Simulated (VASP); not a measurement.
The system is ZnO (lda).

```
Zn O
1.0
     3.24931    0.00000    0.00000
    -1.62465    2.81398    0.00000
     0.00000    0.00000    5.20571
Zn O
2 2
Cartesian
  0.0000 1.8760 2.6029
  1.6247 0.9380 0.0000
  1.6247 0.9380 1.9730
  0.0000 1.8760 4.5759
```

* Program: VASP 6.6.1
* Task: relaxation of cell and atoms
* Functional: LDA
* Potentials or basis: VASP PAW LDA potentials, release 64 (Zn, O)
* Cutoff: 600 eV
* k mesh: 9 × 9 × 6
* Occupations: gaussian, width 0.02 eV
* Spin: no spin polarisation

At the start: pressure -6.3 GPa; volume 11.90 Å³/atom.

How do energy, volume and symmetry change on relaxing?

Over 33 steps the energy falls by 10.4 meV/atom and the volume is 11.40 Å³/atom (-4.2 %); space group P6_3mc (No. 186, to 0.05 Å).

The path:
```
step  energy change (eV)  largest force (eV/Å)  pressure (GPa)  volume (Å³)
   1              0.0000                0.0552           -6.30        47.60
   2             -0.0255                0.0408            4.53        44.45
   3             -0.0413                0.0035            0.04        45.61
   4             -0.0415                0.0193           -0.12        45.62
   5             -0.0415                0.0197           -0.08        45.62
   6             -0.0415                0.0172            0.17        45.59
   7             -0.0415                0.0164            0.09        45.59
   8             -0.0415                0.0146            0.15        45.57
   9             -0.0416                0.0052           -0.01        45.60
  10             -0.0416                0.0033            0.08        45.60
  11             -0.0416                0.0000           -0.10        45.61
  12             -0.0416                0.0026            0.06        45.61
  13             -0.0416                0.0006            0.01        45.61
  14             -0.0416                0.0019           -0.05        45.61
  15             -0.0416                0.0023            0.00        45.61
  16             -0.0416                0.0023           -0.03        45.61
  17             -0.0416                0.0025            0.00        45.61
  18             -0.0416                0.0034            0.03        45.60
  19             -0.0416                0.0040            0.05        45.60
  20             -0.0416                0.0037            0.05        45.61
  21             -0.0416                0.0036           -0.01        45.61
  22             -0.0416                0.0034           -0.01        45.61
  23             -0.0416                0.0039           -0.01        45.61
  24             -0.0416                0.0028            0.01        45.61
  25             -0.0416                0.0014           -0.01        45.61
  26             -0.0416                0.0003           -0.05        45.61
  27             -0.0416                0.0002            0.02        45.61
  28             -0.0416                0.0003            0.02        45.61
  29             -0.0416                0.0008            0.03        45.61
  30             -0.0416                0.0018            0.05        45.61
  31             -0.0416                0.0012            0.03        45.61
  32             -0.0416                0.0013            0.02        45.61
  33             -0.0416                0.0006            0.00        45.61
```

Final structure:
```
CELL_PARAMETERS angstrom
3.19360 0.00000 0.00000
-1.59680 2.76574 0.00000
0.00000 0.00000 5.16373
ATOMIC_POSITIONS crystal
Zn 0.33333 0.66667 0.50034
Zn 0.66667 0.33333 0.00034
O 0.66667 0.33333 0.37867
O 0.33333 0.66667 0.87867
```
